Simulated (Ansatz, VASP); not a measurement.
# One calculation of BePt, two programs

The input INCAR:

```
SYSTEM = BePt
PREC = Accurate
ENCUT = 600
EDIFF = 1E-7
ISMEAR = 0
SIGMA = 0.1
LREAL = .False.
LASPH = .True.
NELM = 100
ALGO = Fast
ISIF = 3
LWAVE = .False.
LCHARG = .False.
GGA = PE
IBRION = 2
NSW = 90
EDIFFG = -0.04
```

File KPOINTS:

```
Automatic mesh
0
Gamma
  6 6 6
  0 0 0
```

The input POSCAR:

```
BePt
1.0
    1.2606771920      0.7278523162      4.0154903154
   -1.2606771920      0.7278523162      4.0154903154
    0.0000000000     -1.4557046323      4.0154903154
Be Pt
1 1
Direct
    0.0000000000      0.0000000000      0.0000000000
    0.5000000000      0.5000000000      0.5000000000
```

Input for Ansatz:

```yaml
crystal:
  lattice:
    - [1.260677192, 0.7278523162, 4.0154903154]
    - [-1.260677192, 0.7278523162, 4.0154903154]
    - [0.0, -1.4557046323, 4.0154903154]
  atoms:
    - { symbol: Be, position: [0.0, 0.0, 0.0] }
    - { symbol: Pt, position: [0.5, 0.5, 0.5] }
basis:
  ecutwfc: 420
kpoints:
  mp_grid: { grid: [6, 6, 6] }
hamiltonian:
  xc: pbe
scf:
  occupations: { method: gaussian, width: 0.1 }
  lower_state_search: "off"
output:
  forces: true
  stress: true
  eigenvalues: true
relax:
  adjacent_minimum: "off"
  f_tol: 0.04
  max_steps: 70
  cell: { stress_tol: 0.4 }
```

Alike in both runs: task relaxation of cell and atoms; functional PBE; k mesh 6 × 6 × 6; occupations gaussian, width 0.1 eV; no spin polarisation.

|  | VASP | Ansatz |
| --- | --- | --- |
| version | VASP 6.6.1 | Ansatz 0.2.0 |
| potentials or method | VASP PAW PBE potentials, release 64 (Be, Pt) | scalar-relativistic, plane waves, PAW |
| plane-wave cutoff (eV) | 600 | 420 |
| valence electrons in the cell | 12 | 20 |

VASP gave:

* gap on the k mesh at the Fermi level, each at its own relaxed structure (eV): none
* relaxed volume (Å³/atom): 12.29
* relaxed cell length with the largest relative difference (Å): 3.999
* energy change over the relaxation (meV/atom): -365

Task: What did Ansatz give for the same quantities?

Result: gap on the k mesh at the Fermi level, each at its own relaxed structure (eV): none; relaxed volume (Å³/atom): 12.28; relaxed cell length with the largest relative difference (Å): 3.989; energy change over the relaxation (meV/atom): -370.

A gap of «none» marks a metal or a gap that the smearing closes. The two sets of potentials don't hold the same shells in valence.

Caveats: the k mesh is coarse (spacing up to 0.49 Å⁻¹), so the values aren't converged. The runs have no spin-orbit coupling, so splittings on Pt are missing.
